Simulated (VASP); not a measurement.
**NdAlGe: structure and properties in VASP**

What structure and properties does LDA + U give NdAlGe, and how near are they to the measured ones? The steps: relaxing cell and atoms (LDA + U) and second relaxation. The start is a computed cell from the Materials Project.

Main program and level: VASP 6.6.1; LDA, DFT+U (Nd f 5 eV), spin-polarised from a ferromagnetic start; plane waves and PAW (Nd, Al, Ge_d).

**What experiment says.**

“Spin order and dynamics in the topological rare-earth germanide semimetals” (2024, arxiv:2406.16425) reports for NdAlGe, LaPtSi-type tetragonal, by powder XRD, Rietveld refinement (Al-flux-grown crystals, slightly Al-rich, 300 K): lattice constant a 4.2355 ± 0.0001 Å [room-temperature value; residual Al flux in the sample]; lattice constant c 14.6568 ± 0.0001 Å [room-temperature value; residual Al flux in the sample].

### 1. The starting structure

Before any relaxation, the start is as follows. Symmetry: I4_1md, No. 109, tetragonal system. Conventional cell: a = 4.268 Å, b = 4.268 Å, c = 14.655 Å, α = 90.00°, β = 90.00°, γ = 90.00°. Nearest to Nd lie 6 Al at 3.24 to 3.26 Å and 6 Ge at 3.25 to 3.26 Å. Al has 3 Ge at 2.43 to 2.46 Å and 6 Nd at 3.24 to 3.26 Å nearest. Ge has 3 Al at 2.43 to 2.46 Å and 6 Nd at 3.25 to 3.26 Å nearest. Farther neighbours are not listed.

As a file:

```
Nd Al Ge
1.0
    -2.13391    2.13391    7.32745
     2.13391   -2.13391    7.32745
     2.13391    2.13391   -7.32745
Nd Al Ge
2 2 2
Direct
  0.91854 0.41854 0.50000
  0.16854 0.16854 0.00000
  0.33455 0.83455 0.50000
  0.58455 0.58455 0.00000
  0.50059 0.00059 0.50000
  0.75059 0.75059 0.00000
```

### 2. Relaxing cell and atoms (LDA + U)

The start need not lie at this functional's minimum. ISIF = 3 frees volume, shape and positions, and EDIFFG sets the threshold on forces and stress at which the search stops. LDA, the lowest rung, knows the local density alone. A Hubbard U penalises fractional filling of the localised shell, which semilocal functionals favour.

File INCAR:

```
SYSTEM = NdAlGe
PREC = Accurate
ENCUT = 440
EDIFF = 1E-06
NELM = 150
ISMEAR = 1
SIGMA = 0.2
LREAL = .FALSE.
ALGO = Normal
GGA = CA
NBANDS = 41
ISPIN = 2
MAGMOM = 3 3 0 0 0 0
LDAU = .TRUE.
LDAUTYPE = 2
LDAUL = 3 -1 -1
LDAUU = 5 0 0
LDAUJ = 0 0 0
LDAUPRINT = 1
LASPH = .TRUE.
LMAXMIX = 6
AMIX = 0.2
BMIX = 1E-04
AMIX_MAG = 0.8
BMIX_MAG = 1E-04
LORBIT = 11
LWAVE = .FALSE.
LCHARG = .FALSE.
KPAR = 4
IBRION = 2
NSW = 60
ISIF = 3
EDIFFG = -0.01
```

File POSCAR:

```
NdAlGe
1.0
   -2.1339073065      2.1339073065      7.3274510653
    2.1339073065     -2.1339073065      7.3274510653
    2.1339073065      2.1339073065     -7.3274510653
Nd Al Ge
2 2 2
Direct
    0.9185372000      0.4185372000      0.5000000000
    0.1685372100      0.1685372100      0.0000000000
    0.3345536400      0.8345536400      0.5000000000
    0.5845536400      0.5845536400      0.0000000000
    0.5005934700      0.0005934700      0.5000000000
    0.7505934700      0.7505934700      0.0000000000
```

File KPOINTS:

```
Automatic mesh
0
Gamma
6 6 6
0 0 0
```

The projector-augmented-wave data sets are Nd, Al and Ge_d (PBE family, release 64).

Started as:

```sh
> mpirun -np 4 vasp_std
```

The log of the run:

```text
[banner, memory and clock lines left out]
running    4 mpi-ranks, on    1 nodes
 distrk:  each k-point on    1 cores,    4 groups
 distr:  one band on    1 cores,    1 groups

 POSCAR found type information on POSCAR NdAlGe
 POSCAR found :  3 types and       6 ions
|                                                                             |
|               ----> ADVICE to this user running VASP <----                  |
|                                                                             |
|     You enforced a specific xc type in the INCAR file but a different       |
|     [... a line on the potential file left out ...]
|     I HOPE YOU KNOW WHAT YOU ARE DOING!                                     |
|                                                                             |

 LDA part: xc-table for (Slater(with rela. corr.)+CA(PZ))
 , standard interpolation
 POSCAR, INCAR and KPOINTS ok, starting setup
 FFT: planning ... GRIDC
 FFT: planning ... GRID_SOFT
 FFT: planning ... GRID
 WAVECAR not read
 entering main loop
       N       E                     dE             d eps       ncg     rms          rms(c)
DAV:   1     0.694771852355E+03    0.69477E+03   -0.22338E+04  5936   0.330E+03
DAV:   2     0.127962012768E+03   -0.56681E+03   -0.53344E+03  6488   0.706E+02
DAV:   3    -0.164432156189E+02   -0.14441E+03   -0.13906E+03  8832   0.331E+02
DAV:   4    -0.311506684336E+02   -0.14707E+02   -0.13982E+02  9631   0.117E+02
DAV:   5    -0.331967397535E+02   -0.20461E+01   -0.19812E+01  9606   0.256E+01    0.554E+01
DAV:   6    -0.705173016365E+02   -0.37321E+02   -0.49156E+02  7787   0.120E+02    0.102E+02
DAV:   7    -0.196425743901E+02    0.50875E+02   -0.19413E+02  9616   0.145E+02    0.559E+01
DAV:   8    -0.235651508090E+02   -0.39226E+01   -0.55100E+01  9608   0.371E+01    0.466E+01
DAV:   9    -0.395737506141E+02   -0.16009E+02   -0.12669E+02  9450   0.677E+01    0.616E+01
DAV:  10    -0.500610677425E+02   -0.10487E+02   -0.23389E+01  9493   0.382E+01    0.938E+01
[... 130 further cycles ...]
DAV: 141    -0.332320531708E+02   -0.20044E+00   -0.61656E-01  9803   0.382E+00    0.240E+01
DAV: 142    -0.332705103020E+02   -0.38457E-01   -0.20114E-02  9182   0.174E+00    0.237E+01
DAV: 143    -0.332073299163E+02    0.63180E-01   -0.64268E-02  9389   0.494E+00    0.238E+01
DAV: 144    -0.331133827058E+02    0.93947E-01   -0.14787E-01  9470   0.351E+00    0.231E+01
DAV: 145    -0.331133916431E+02   -0.89373E-05   -0.44661E-03  8070   0.358E-01    0.230E+01
DAV: 146    -0.329033524718E+02    0.21004E+00   -0.22112E-01  7944   0.400E+00    0.210E+01
DAV: 147    -0.328805866634E+02    0.22766E-01   -0.31518E-02  9443   0.232E+00    0.210E+01
DAV: 148    -0.328645370185E+02    0.16050E-01   -0.11083E-01  8876   0.263E+00    0.196E+01
DAV: 149    -0.325665987682E+02    0.29794E+00   -0.69752E-01  9119   0.776E+00    0.163E+01
DAV: 150    -0.324870371737E+02    0.79562E-01   -0.17814E-01  8160   0.666E+00
|                                                                             |
|           W    W    AA    RRRRR   N    N  II  N    N   GGGG   !!!           |
|           W    W   A  A   R    R  NN   N  II  NN   N  G    G  !!!           |
|           W    W  A    A  R    R  N N  N  II  N N  N  G       !!!           |
|           W WW W  AAAAAA  RRRRR   N  N N  II  N  N N  G  GGG   !            |
|           WW  WW  A    A  R   R   N   NN  II  N   NN  G    G                |
|           W    W  A    A  R    R  N    N  II  N    N   GGGG   !!!           |
|                                                                             |
|     The electronic self-consistency was not achieved in the given           |
|     number of steps (NELM). The forces and other quantities evaluated       |
|     might not be reliable so examine the results carefully. If you find     |
|     spurious results, we suggest increasing NELM, if you were close to      |
|     convergence or switching to a different ALGO or adjusting the           |
|     density mixing parameters otherwise.                                    |
|                                                                             |

   1 F= -.32487037E+02 E0= -.32482174E+02  d E =-.324870E+02  mag=    -6.8600
 curvature:   0.00 expect dE= 0.000E+00 dE for cont linesearch  0.000E+00
 trial: gam= 0.00000 g(F)=  0.993E-03 g(S)=  0.909E-01 ort = 0.000E+00 (trialstep = 0.100E+01)
 search vector abs. value=  0.919E-01
 bond charge predicted
       N       E                     dE             d eps       ncg     rms          rms(c)
DAV:   1    -0.357495387985E+02   -0.31829E+01   -0.37088E+01  7951   0.993E+01    0.373E+01
DAV:   2    -0.322972366059E+02    0.34523E+01   -0.21404E+01  8708   0.626E+01    0.181E+01
DAV:   3    -0.331981117095E+02   -0.90088E+00   -0.20060E+00  9514   0.231E+01    0.172E+01
DAV:   4    -0.332065102491E+02   -0.83985E-02   -0.17367E-01  9311   0.277E+00    0.141E+01
DAV:   5    -0.333321177284E+02   -0.12561E+00   -0.13824E+00  8939   0.123E+01    0.134E+01
DAV:   6    -0.334331165345E+02   -0.10100E+00   -0.19508E-01  9663   0.702E+00    0.113E+01
DAV:   7    -0.334684646788E+02   -0.35348E-01   -0.40835E-01  8558   0.115E+01    0.119E+01
DAV:   8    -0.335603660963E+02   -0.91901E-01   -0.39151E-01  9769   0.994E+00    0.153E+01
DAV:   9    -0.336280417500E+02   -0.67676E-01   -0.12121E-01  9697   0.353E+00    0.148E+01
DAV:  10    -0.336970856383E+02   -0.69044E-01   -0.13336E-01  9539   0.519E+00    0.130E+01
DAV:  11    -0.337191674464E+02   -0.22082E-01   -0.39461E-02  9786   0.180E+00    0.115E+01
DAV:  12    -0.337237518445E+02   -0.45844E-02   -0.10354E-02  9629   0.128E+00    0.105E+01
DAV:  13    -0.337207112119E+02    0.30406E-02   -0.12717E-02  8657   0.201E+00    0.938E+00
DAV:  14    -0.337219134796E+02   -0.12023E-02   -0.38120E-03  9346   0.776E-01    0.684E+00
DAV:  15    -0.337268569499E+02   -0.49435E-02   -0.89764E-03  8976   0.154E+00    0.555E+00
DAV:  16    -0.337284898587E+02   -0.16329E-02   -0.19901E-03  9468   0.570E-01    0.494E+00
DAV:  17    -0.337288136704E+02   -0.32381E-03   -0.32667E-04  9347   0.227E-01    0.438E+00
DAV:  18    -0.337289119194E+02   -0.98249E-04   -0.53133E-04  9406   0.416E-01    0.353E+00
DAV:  19    -0.337290333355E+02   -0.12142E-03   -0.10638E-04  8873   0.153E-01    0.318E+00
DAV:  20    -0.337292866914E+02   -0.25336E-03   -0.12771E-04  9425   0.263E-01    0.261E+00
DAV:  21    -0.337295744446E+02   -0.28775E-03   -0.15913E-04  9587   0.254E-01    0.223E+00
DAV:  22    -0.337299762408E+02   -0.40180E-03   -0.29668E-04  9181   0.376E-01    0.177E+00
DAV:  23    -0.337304686029E+02   -0.49236E-03   -0.68049E-04  9286   0.526E-01    0.128E+00
DAV:  24    -0.337311003034E+02   -0.63170E-03   -0.13368E-03  8707   0.811E-01    0.687E-01
DAV:  25    -0.337316907656E+02   -0.59046E-03   -0.19408E-03  9391   0.881E-01    0.607E-02
DAV:  26    -0.337320105211E+02   -0.31976E-03   -0.68532E-04  9050   0.569E-01    0.272E-01
DAV:  27    -0.337320387131E+02   -0.28192E-04   -0.68999E-05  7905   0.444E-02    0.279E-01
DAV:  28    -0.337321104510E+02   -0.71738E-04   -0.35198E-05  9017   0.139E-01    0.356E-01
DAV:  29    -0.337323397970E+02   -0.22935E-03   -0.60277E-04  9101   0.539E-01    0.492E-01
DAV:  30    -0.337323916267E+02   -0.51830E-04   -0.10364E-04  9502   0.127E-01    0.426E-01
[...]
DAV:  34    -0.337322665324E+02    0.31690E-04   -0.18502E-05  7949   0.937E-02    0.281E-01
DAV:  35    -0.337322259858E+02    0.40547E-04   -0.26110E-05  8015   0.104E-01    0.300E-01
DAV:  36    -0.337323437669E+02   -0.11778E-03   -0.16882E-04  8701   0.314E-01    0.228E-01
DAV:  37    -0.337324320869E+02   -0.88320E-04   -0.20748E-04  9247   0.278E-01    0.196E-01
DAV:  38    -0.337325060836E+02   -0.73997E-04   -0.18239E-04  8694   0.296E-01    0.169E-01
DAV:  39    -0.337325663109E+02   -0.60227E-04   -0.27560E-04  9286   0.358E-01    0.892E-02
DAV:  40    -0.337325982406E+02   -0.31930E-04   -0.17946E-04  9084   0.273E-01    0.568E-02
DAV:  41    -0.337326053964E+02   -0.71557E-05   -0.14919E-05  6674   0.640E-02    0.456E-02
DAV:  42    -0.337326074803E+02   -0.20840E-05   -0.34097E-06  5416   0.358E-02    0.417E-02
DAV:  43    -0.337326103715E+02   -0.28911E-05   -0.86496E-06  6165   0.631E-02    0.290E-02
DAV:  44    -0.337326140703E+02   -0.36988E-05   -0.30976E-05  8864   0.108E-01    0.167E-02
DAV:  45    -0.337326146621E+02   -0.59182E-06   -0.18718E-07  4694   0.200E-02
   2 F= -.33732615E+02 E0= -.33739178E+02  d E =-.124558E+01  mag=    -6.1359
[... from here on, the cycles between the ionic steps are left out ...]
   3 F= -.33732616E+02 E0= -.33739164E+02  d E =-.124558E+01  mag=    -6.1359
   4 F= -.33730393E+02 E0= -.33733819E+02  d E =0.222343E-02  mag=    -6.1153
   5 F= -.33746306E+02 E0= -.33751085E+02  d E =-.136904E-01  mag=    -6.1252
   6 F= -.33760032E+02 E0= -.33764427E+02  d E =-.137256E-01  mag=    -6.1419
   7 F= -.33760070E+02 E0= -.33764449E+02  d E =-.137639E-01  mag=    -6.1435
   8 F= -.33762972E+02 E0= -.33767020E+02  d E =-.290194E-02  mag=    -6.1451
   9 F= -.33763840E+02 E0= -.33767643E+02  d E =-.376933E-02  mag=    -6.1464
  10 F= -.33763859E+02 E0= -.33767649E+02  d E =-.378890E-02  mag=    -6.1465
  11 F= -.33763984E+02 E0= -.33768018E+02  d E =-.124400E-03  mag=    -6.1499
  12 F= -.33764122E+02 E0= -.33768033E+02  d E =-.262516E-03  mag=    -6.1479
  13 F= -.33764121E+02 E0= -.33768082E+02  d E =-.261609E-03  mag=    -6.1486
  14 F= -.33764127E+02 E0= -.33768060E+02  d E =-.268123E-03  mag=    -6.1480
  15 F= -.33764127E+02 E0= -.33768074E+02  d E =-.268112E-03  mag=    -6.1481
  16 F= -.33764283E+02 E0= -.33768250E+02  d E =-.156123E-03  mag=    -6.1473
  17 F= -.33764318E+02 E0= -.33768299E+02  d E =-.191047E-03  mag=    -6.1470
  18 F= -.33764336E+02 E0= -.33768328E+02  d E =-.209061E-03  mag=    -6.1462
  19 F= -.33764338E+02 E0= -.33768321E+02  d E =-.210339E-03  mag=    -6.1464
  20 F= -.33764339E+02 E0= -.33768321E+02  d E =-.211508E-03  mag=    -6.1464
  21 F= -.33764357E+02 E0= -.33768288E+02  d E =-.182400E-04  mag=    -6.1459
 trial-energy change:   -0.000018  1 .order    0.000002   -0.000074    0.000078
 step:   0.6698(harm=  0.4903)  dis= 0.00039  next Energy=   -33.764369 (dE=-0.305E-04)
 bond charge predicted
       N       E                     dE             d eps       ncg     rms          rms(c)
DAV:   1    -0.337643861926E+02   -0.28583E-04   -0.11856E-03  8361   0.470E-01    0.785E-02
DAV:   2    -0.337643763770E+02    0.98156E-05   -0.18093E-04  9224   0.207E-01    0.661E-02
DAV:   3    -0.337643680700E+02    0.83070E-05   -0.24914E-05  8706   0.693E-02    0.249E-02
DAV:   4    -0.337643653458E+02    0.27243E-05   -0.19595E-06  4643   0.229E-02    0.136E-02
DAV:   5    -0.337643622029E+02    0.31428E-05   -0.10166E-05  7986   0.430E-02    0.316E-02
DAV:   6    -0.337643613919E+02    0.81106E-06   -0.11295E-06  4730   0.205E-02
  22 F= -.33764361E+02 E0= -.33768303E+02  d E =-.225898E-04  mag=    -6.1461
 curvature:  -0.24 expect dE=-0.121E-04 dE for cont linesearch -0.690E-05
 trial: gam= 0.07556 g(F)=  0.598E-05 g(S)=  0.453E-04 ort = 0.485E-04 (trialstep = 0.940E+00)
 search vector abs. value=  0.591E-04
 reached required accuracy - stopping structural energy minimisation
```

Elapsed: 51 min, on 4 MPI ranks of Intel Xeon 6975P-C (Granite Rapids), shared host; peak memory 2.3 GiB.

The logs omit lines about the potential files and the build; timing stands in the text.

(Continued in part 2 of 3.)

[Lines on the potential files, build, host, timing and source positions are cut from VASP's logs without a mark.]

[Logs are printed without paths, hosts, clocks, repeated set-up lines and the standing remarks that a program may print on its own settings, such as how far it seeks lower states.]

[Hosts, paths, dates, database ids (printed as entryN), source tags and the programs' standing remarks are cut or masked in the printed files.]

[Measured values are set beside computed ones only where the two were judged alike; some that the calculation misses by far are left out.]

[In band tables of VASP the shares of atoms and orbitals are scaled to a sum of 1 inside the atoms' spheres.]
